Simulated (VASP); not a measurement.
# Ga2Ge2Se3 (R-3m) in VASP: relaxation of cell and atoms with PBE

Aim: the relaxation of cell and atoms of Ga2Ge2Se3 with PBE.

Program: VASP 6.6.1. These are calculated values, not measurements. Logs are shortened: lines on timing, memory, paths and dates and some standing lists are left out, and cuts for length are marked.

### 1 The structure

The structure is trigonal, space group R-3m (No. 166). The conventional cell has a = 3.900 Å, b = 3.900 Å, c = 34.800 Å, α = 90.00°, β = 90.00°, γ = 120.00°. Around Ga (site symmetry 3m) lie 6 Se at 2.74 to 2.83 Å. Around Ge (site symmetry 3m) lie 3 Ge at 2.76 Å and 3 Se at 2.84 Å. Se (site symmetry -3m) is surrounded by 6 Ga at 2.74 Å. Se (site symmetry 3m) is surrounded by 3 Ga at 2.83 Å and 3 Ge at 2.84 Å.

The cell was built by a generator and needn't be a form met in nature.

### 2 Relaxation of cell and atoms, PBE

The input, INCAR:

```
SYSTEM = Ga2Ge2Se3
PREC = Normal ; ENCUT = 520
EDIFF = 1E-4 ; ISMEAR = 0
SIGMA = 0.15 ; LREAL = .FALSE.
LASPH = .TRUE. ; NELM = 60
ALGO = Fast ; ISIF = 3
LWAVE = .FALSE. ; LCHARG = .FALSE.
GGA = PE ; IBRION = 2
NSW = 24 ; EDIFFG = -0.08
```

The input, KPOINTS:

```
Automatic mesh
0
G
  4 4 4
  0 0 0
```

The input, POSCAR:

```
Ga2Ge2Se3
1.0
    1.9500000000      1.1258330200     11.6000000000
   -1.9500000000      1.1258330200     11.6000000000
    0.0000000000     -2.2516660500     11.6000000000
Ga Ge Se
2 2 3
Direct
    0.7116000000      0.7116000000      0.7116000000
    0.2884000000      0.2884000000      0.2884000000
    0.1437000000      0.1437000000      0.1437000000
    0.8563000000      0.8563000000      0.8563000000
    0.0000000000      0.0000000000      0.0000000000
    0.5725000000      0.5725000000      0.5725000000
    0.4275000000      0.4275000000      0.4275000000
```

Potentials or basis: VASP PAW PBE potentials, release 64 (Ga_d, Ge_d, Se).

Command:

```bash
$ cat potpaw_PBE.64/Ga_d/POTCAR potpaw_PBE.64/Ge_d/POTCAR potpaw_PBE.64/Se/POTCAR > POTCAR
$ mpirun -np 1 vasp_std > vasp.out
```

OUTCAR:

```text
SYSTEM = Ga2Ge2Se3
   PREC = Normal
   ENCUT = 520
   EDIFF = 1E-4
   ISMEAR = 0
   LREAL = .FALSE.
   LASPH = .TRUE.
   NELM = 60
   ISIF = 3
   GGA = PE
   IBRION = 2
   NSW = 24
   EDIFFG = -0.08

 ion  position               nearest neighbor table
   1  0.712  0.712  0.712-   5 2.74   5 2.74   5 2.74   7 2.83   7 2.83   7 2.83
   2  0.288  0.288  0.288-   5 2.74   5 2.74   5 2.74   6 2.83   6 2.83   6 2.83
   3  0.144  0.144  0.144-   4 2.76   4 2.76   4 2.76   7 2.84   7 2.84   7 2.84
   4  0.856  0.856  0.856-   3 2.76   3 2.76   3 2.76   6 2.84   6 2.84   6 2.84
   5  0.000  0.000  0.000-   1 2.74   2 2.74   1 2.74   1 2.74   2 2.74   2 2.74
   6  0.572  0.572  0.572-   2 2.83   2 2.83   2 2.83   4 2.84   4 2.84   4 2.84
   7  0.428  0.428  0.428-   1 2.83   1 2.83   1 2.83   3 2.84   3 2.84   3 2.84

  LATTYP: Found a trigonal (rhomboedric) cell.
 ALAT       =    11.8165138678
 COS(alpha) =     0.9455346273

  Lattice vectors:

 A1 = (   1.9500000000,   1.1258330200,  11.6000000000)
 A2 = (  -1.9500000000,   1.1258330200,  11.6000000000)
 A3 = (   0.0000000000,  -2.2516660500,  11.6000000000)

Analysis of symmetry for initial positions (statically):
=====================================================================
 Subroutine PRICEL returns:
 Original cell was already a primitive cell.

 Routine SETGRP: Setting up the symmetry group for a
 trigonal (rhombohedral) supercell.

 Subroutine GETGRP returns: Found 12 space group operations
 (whereof 12 operations were pure point group operations)
 out of a pool of 12 trial point group operations.

The static configuration has the point symmetry D_3d.

Analysis of symmetry for dynamics (positions and initial velocities):
=====================================================================
 Subroutine PRICEL returns:
 Original cell was already a primitive cell.

 Routine SETGRP: Setting up the symmetry group for a
 trigonal (rhombohedral) supercell.

 Subroutine GETGRP returns: Found 12 space group operations
 (whereof 12 operations were pure point group operations)
 out of a pool of 12 trial point group operations.

The dynamic configuration has the point symmetry D_3d.

 Subroutine INISYM returns: Found 12 space group operations
 (whereof 12 operations are pure point group operations),
 and found     1 'primitive' translations

----------------------------------------------------------------------------------------

                                     Primitive cell

  volume of cell :     152.7981

  direct lattice vectors                    reciprocal lattice vectors
     1.950000000  1.125833020 11.600000000     0.256410256  0.148038531  0.028735632
    -1.950000000  1.125833020 11.600000000    -0.256410256  0.148038531  0.028735632
     0.000000000 -2.251666050 11.600000000     0.000000000 -0.296077062  0.028735632

  length of vectors
    11.816513868 11.816513868 11.816513868     0.297468255  0.297468255  0.297468255

  position of ions in fractional coordinates (direct lattice)
     0.711600000  0.711600000  0.711600000
     0.288400000  0.288400000  0.288400000
     0.143700000  0.143700000  0.143700000
     0.856300000  0.856300000  0.856300000
     0.000000000  0.000000000  0.000000000
     0.572500000  0.572500000  0.572500000
     0.427500000  0.427500000  0.427500000

  ion indices of the primitive-cell ions
   primitive index   ion index
                 1           1
                 2           2
                 3           3
                 4           4
                 5           5
                 6           6
                 7           7

----------------------------------------------------------------------------------------

 KPOINTS: Automatic mesh

Automatic generation of k-mesh.
 Grid dimensions read from file:
 generate k-points for:    4    4    4

 Generating k-lattice:

  Cartesian coordinates                     Fractional coordinates (reciprocal lattice)
     0.064102564  0.037009633  0.007183908     0.250000000  0.000000000  0.000000000
    -0.064102564  0.037009633  0.007183908     0.000000000  0.250000000  0.000000000
     0.000000000 -0.074019265  0.007183908     0.000000000  0.000000000  0.250000000

  Length of vectors
     0.074367064  0.074367064  0.074367064

  Shift w.r.t. Gamma in fractional coordinates (k-lattice)
     0.000000000  0.000000000  0.000000000

 Subroutine IBZKPT returns following result:
 ===========================================

 Found     13 irreducible k-points:

 Following reciprocal coordinates:
            Coordinates               Weight
  0.000000  0.000000  0.000000      1.000000
  0.250000 -0.000000  0.000000      6.000000
  0.500000 -0.000000  0.000000      3.000000
  0.250000  0.250000  0.000000      6.000000
  0.500000  0.250000 -0.000000     12.000000
 -0.250000  0.250000  0.000000      6.000000
  0.500000  0.500000  0.000000      3.000000
  0.250000  0.250000  0.250000      2.000000
  0.500000  0.250000  0.250000      6.000000
 -0.250000  0.250000  0.250000      6.000000
  0.500000  0.500000  0.250000      6.000000
 -0.250000  0.500000  0.250000      6.000000
  0.500000  0.500000  0.500000      1.000000
   k-points           NKPTS =     13   k-points in BZ     NKDIM =     13   number of bands    NBANDS=     43
   number of dos      NEDOS =    301   number of ions     NIONS =      7
   total plane-waves  NPLWV = 343000
   dimension x,y,z NGX =    70 NGY =   70 NGZ =   70
   dimension x,y,z NGXF=   140 NGYF=  140 NGZF=  140
   ions per type =               2   2   3
   NGX,Y,Z   is equivalent  to a cutoff of   9.85,  9.85,  9.85 a.u.
   NGXF,Y,Z  is equivalent  to a cutoff of  19.70, 19.70, 19.70 a.u.
 SYSTEM =  Ga2Ge2Se3
   PREC   = normal    normal or accurate (medium, high low for compatibility)
   ISTART =      0    job   : 0-new  1-cont  2-samecut
   ICHARG =      2    charge: 1-file 2-atom 10-const
   ISPIN  =      1    spin polarized calculation?
   LNONCOLLINEAR =      F non collinear calculations
   LSORBIT =      F    spin-orbit coupling
   LASPH  =      T    aspherical Exc in radial PAW
   ENCUT  =  520.0 eV  38.22 Ry    6.18 a.u.  21.97 21.97 21.97*2*pi/ulx,y,z
   NELM   =     60;   NELMIN=  2; NELMDL= -5     # of ELM steps
   EDIFF  = 0.1E-03   stopping-criterion for ELM
   LREAL  =      F    real-space projection
   EDIFFG = -.8E-01   stopping-criterion for IOM
   NSW    =     24    number of steps for IOM
   IBRION =      2    ionic relax: 0-MD 1-quasi-New 2-CG
   NFREE  =      1    steps in history (QN), initial steepest desc. (CG)
   ISIF   =      3    stress and relaxation
   ISYM   =      2    0-nonsym 1-usesym 2-fastsym
   POTIM  = 0.5000    time-step for ionic-motion
   TEBEG  =    0.0;   TEEND  =   0.0 temperature during run
   PSTRESS=    0.0 pullay stress
   NELECT =      72.0000    total number of electrons
   NUPDOWN=      -1.0000    fix difference up-down
   EMIN   =  10.00;   EMAX   =-10.00  energy-range for DOS
   EFERMI =   0.00;   METHOD = LEGACY
   ISMEAR =     0;   SIGMA  =   0.15  broadening in eV -4-tet -1-fermi 0-gaus
   EFERMI_NEDOS =   21; number of points for ismear=-14 and -15
   IALGO  =     68    algorithm
   IMIX   =      4    mixing-type and parameters
     AMIX     =   0.40;   BMIX     =  1.00
     AMIX_MAG =   1.60;   BMIX_MAG =  1.00
  volume/ion in A,a.u.               =      21.83       147.30
  Fermi-wavevector in a.u.,A,eV,Ry     =   1.273932  2.407383 22.080946  1.622904
  Thomas-Fermi vector in A             =   2.406728
   LORBIT       =      0    0 simple, 1 ext, 2 COOP (PROOUT), +10 PAW based schemes
   GGA     = PE    functional components
   LHFCALC =     F    Hartree Fock is set to
   AEXX    =    0.0000 exact exchange contribution
   IVDW    =     0    specifies the selected vdW correction
   LEPSILON=     F    determine dielectric tensor
   LRPA    =     F    only Hartree local field effects (RPA)
 conjugate gradient relaxation of ions
 non-spin polarized calculation
 RMM-DIIS sequential band-by-band and
 Gauss-broadening in eV      SIGMA  =   0.15
  energy-cutoff  :      520.00
  volume of cell :      152.80
 maximum number of plane-waves:      4135
   NGX = 43   NGY = 43   NGZ = 43

--------------------------------------- Ionic step        1  -------------------------------------------

 number of electron      72.0000020 magnetization

 Free energy of the ion-electron system (eV)
  ---------------------------------------------------
  ext. energy  EPLUGINS =         0.00000000
  ---------------------------------------------------
  free energy    TOTEN  =       -26.36576694 eV

  energy without entropy =      -26.30888124  energy(sigma->0) =      -26.33732409

------------------------ aborting loop because EDIFF is reached ----------------------------------------

  FORCE on cell =-STRESS in cart. coord.  units (eV):
  Direction    XX          YY          ZZ          XY          YZ          ZX
  --------------------------------------------------------------------------------------
  -------------------------------------------------------------------------------------
  Total       -0.2642283     -0.2642283     -1.9328098      0.0000000      0.0000000      0.0000000
  in kB       -2.7705885     -2.7705885    -20.2666449      0.0000000      0.0000000      0.0000000
  external PRESSURE =      -8.6026073 kB  Pullay stress =       0.0000000 kB
[... 104 lines left out ...]
  FREE ENERGIE OF THE ION-ELECTRON SYSTEM (eV)
  ---------------------------------------------------
  free  energy   TOTEN  =       -26.5857971125 eV

  energy  without entropy=      -26.5460793618  energy(sigma->0) =      -26.56593824

 E-fermi :   5.2462     XC(G=0): -10.2035

 val. band max:        5.1709479596   @ k =   0.2500  -0.0000   0.0000
 cond. band min:       5.7418871911   @ k =   0.2500   0.2500   0.0000
 fundamental gap:      0.5709392315
 Fermi energy:         5.2462431251

 k-point     1 :       0.0000    0.0000    0.0000
  band No.  band energies     occupation
      1     -19.9490      2.00000
      2     -19.9490      2.00000
      3     -19.9386      2.00000
      4     -19.9386      2.00000
      5     -19.8971      2.00000
      6     -19.8971      2.00000
[... 587 lines left out ...]
     42       7.1348      0.00000
     43       9.0754      0.00000

 E-fermi :   4.9423     XC(G=0): -10.0734

 val. band max:        4.8718394009   @ k =   0.2500   0.2500   0.0000
 cond. band min:       5.3876599441   @ k =   0.2500   0.2500   0.0000
 fundamental gap:      0.5158205433
 Fermi energy:         4.9423261080

 k-point     1 :       0.0000    0.0000    0.0000
  band No.  band energies     occupation
      1     -20.2173      2.00000
      2     -20.2173      2.00000
      3     -20.2081      2.00000
      4     -20.2081      2.00000
      5     -20.1686      2.00000
      6     -20.1686      2.00000
[... 587 lines left out ...]
     42       6.8615      0.00000
     43       8.7188      0.00000

[... ionic steps 4 to 14 ...]

--------------------------------------- Ionic step       15  -------------------------------------------

 number of electron      71.9999998 magnetization

------------------------ aborting loop because EDIFF is reached ----------------------------------------
[... 77 lines left out ...]
--------------------------------------- Ionic step       17  -------------------------------------------

 number of electron      72.0000023 magnetization

 Free energy of the ion-electron system (eV)
  ---------------------------------------------------
  ext. energy  EPLUGINS =         0.00000000
  ---------------------------------------------------
  free energy    TOTEN  =       -27.01359215 eV

  energy without entropy =      -27.00033522  energy(sigma->0) =      -27.00696369

 E-fermi :   4.5409     XC(G=0):  -9.8532

 val. band max:        4.4863846635   @ k =   0.2500   0.2500   0.0000
 cond. band min:       4.9312607299   @ k =   0.2500   0.2500   0.0000
 fundamental gap:      0.4448760664
 Fermi energy:         4.5409148902

 k-point     1 :       0.0000    0.0000    0.0000
  band No.  band energies     occupation
      1     -20.5860      2.00000
      2     -20.5860      2.00000
      3     -20.5782      2.00000
      4     -20.5782      2.00000
      5     -20.5401      2.00000
      6     -20.5401      2.00000
[... 621 lines left out ...]
  FREE ENERGIE OF THE ION-ELECTRON SYSTEM (eV)
  ---------------------------------------------------
  free  energy   TOTEN  =       -27.0135921529 eV

  energy  without entropy=      -27.0003352210  energy(sigma->0) =      -27.00696369

 reached required accuracy - stopping structural energy minimisation
```

Run time: 47 min. Hardware: 1 thread of Intel Xeon Platinum 8488C (Sapphire Rapids), shared host; peak memory 0.8 GiB.

Results:

```
Free energy                            : -27.0136 eV
Relaxed volume                         : 23.23 Å³/atom
Relaxed cell                           : a = 11.851 Å, b = 11.851 Å, c = 11.851 Å, α = 19.52°, β = 19.52°, γ = 19.52°
Space group after relaxing (to 0.05 Å) : R-3m (No. 166)
Energy gained by relaxing              : 92.5 meV/atom
Ionic steps                            : 17
Pressure after relaxing                : 0.3 GPa
Largest force after relaxing           : 0.071 eV/Å
Band gap on the k mesh                 : none (metal or under the smearing width)
```

Forces in eV/Å, atoms in the order of the input:
```
Ga   0.000  0.000 -0.024
Ga   0.000  0.000  0.024
Ge   0.000  0.000  0.071
Ge   0.000  0.000 -0.071
Se   0.000  0.000  0.000
Se   0.000  0.000 -0.019
Se   0.000  0.000  0.019
```

Stress tensor (GPa, compression positive):
```
0.16 0.00 0.00
0.00 0.16 0.00
0.00 0.00 0.50
```

The path:
| step | energy change (eV) | largest force (eV/Å) | pressure (GPa) | volume (Å³) |
| --- | --- | --- | --- | --- |
| 1 | 0.0000 | 0.9143 | -0.86 | 152.80 |
| 2 | -0.1221 | 0.8198 | 0.53 | 150.21 |
| 3 | -0.2200 | 0.6876 | 2.69 | 146.90 |
| 4 | -0.1419 | 0.5008 | 7.82 | 140.34 |
| 5 | -0.2353 | 0.5837 | 3.70 | 145.19 |
| 6 | -0.3015 | 0.5550 | 3.85 | 146.23 |
| 7 | -0.4561 | 0.4741 | 3.37 | 149.36 |
| 8 | -0.3434 | 1.2814 | 3.02 | 155.71 |
| 9 | -0.4844 | 0.4804 | 3.25 | 151.39 |
| 10 | -0.5567 | 0.4258 | 1.50 | 155.59 |
| 11 | -0.5919 | 0.3789 | -0.47 | 161.66 |
| 12 | -0.5918 | 0.4620 | 0.43 | 161.21 |
| 13 | -0.5919 | 0.3850 | -0.70 | 161.45 |
| 14 | -0.6078 | 0.3004 | -0.18 | 161.63 |
| 15 | -0.6394 | 0.0791 | 0.16 | 162.17 |
| 16 | -0.6342 | 0.3152 | 0.56 | 163.19 |
| 17 | -0.6478 | 0.0711 | 0.27 | 162.58 |

Final structure:
```yaml
crystal:
  lattice:
    - [2.00953, 1.16021, 11.62177]
    - [-2.00953, 1.16021, 11.62177]
    - [0.00000, -2.32041, 11.62177]
  atoms:
    - { symbol: Ga, position: [0.70924, 0.70924, 0.70924] }
    - { symbol: Ga, position: [0.29076, 0.29076, 0.29076] }
    - { symbol: Ge, position: [0.13645, 0.13645, 0.13645] }
    - { symbol: Ge, position: [0.86355, 0.86355, 0.86355] }
    - { symbol: Se, position: [0.00000, 0.00000, 0.00000] }
    - { symbol: Se, position: [0.56589, 0.56589, 0.56589] }
    - { symbol: Se, position: [0.43411, 0.43411, 0.43411] }
```

Caveat: the k mesh is coarse (spacing up to 0.47 Å⁻¹), so the values aren't converged; the relaxation stopped at a loose force limit of 0.08 eV/Å, so its end isn't a converged minimum.
